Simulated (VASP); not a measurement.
An input for Quantum ESPRESSO's pw.x (written as the equivalent of a VASP run, and not itself run):

```
&CONTROL
  calculation = 'scf'
  pseudo_dir = './pseudo'
  outdir = './out'
  tprnfor = .true.
  tstress = .true.
/
&SYSTEM
  ibrav = 0
  nat = 3
  ntyp = 2
  ecutwfc = 80
  occupations = 'smearing'
  smearing = 'methfessel-paxton'
  degauss = 0.00735
  input_dft = 'pbe'
/
&ELECTRONS
  conv_thr = 7.3e-08
  electron_maxstep = 100
/
ATOMIC_SPECIES
  Si 28.085 Si.upf
  Mo 95.950 Mo.upf
CELL_PARAMETERS angstrom
    -1.6371000    1.6371000    4.0035000
     1.6371000   -1.6371000    4.0035000
     1.6371000    1.6371000   -4.0035000
ATOMIC_POSITIONS crystal
  Si   0.6650000  0.6650000  0.0000000
  Si   0.3350000  0.3350000  0.0000000
  Mo   0.0000000  0.0000000  0.0000000
K_POINTS automatic
  12 12 12 0 0 0
```

Question: Write the VASP files for the same calculation (PBE).

Answer: One answer among several that fit: 
**POSCAR**
```
MoSi2
1
   -1.6371000000     1.6371000000     4.0035000000
    1.6371000000    -1.6371000000     4.0035000000
    1.6371000000     1.6371000000    -4.0035000000
Si Mo
2 1
Direct
  0.6650000000   0.6650000000   0.0000000000
  0.3350000000   0.3350000000   0.0000000000
  0.0000000000   0.0000000000   0.0000000000
```

### INCAR
```
SYSTEM=MoSi2
PREC=Accurate; ENCUT=400; LREAL=.FALSE.
LASPH=.TRUE.
EDIFF=1E-6; NELM=100; ALGO=Normal
LMAXMIX=4
ISMEAR=1; SIGMA=0.1
GGA=PE
ISIF=2
LWAVE=.FALSE.; LCHARG=.FALSE.
```

**KPOINTS**
```
Automatic mesh
0
Gamma
12 12 12
0 0 0
```

POTCAR, in this order: Si Mo_sv (PBE.64 set). Program: vasp_std.

Limits of the translation: the potentials are each code's own (VASP's PAW set, PseudoDojo norm-conserving files in pw.x), so ENCUT and ecutwfc are chosen apart and not converted; conv_thr bounds pw.x's estimated SCF error, while EDIFF bounds the energy change between steps.

The compound is MoSi2 in the MoSi2 type structure. The cell was not relaxed at this level.
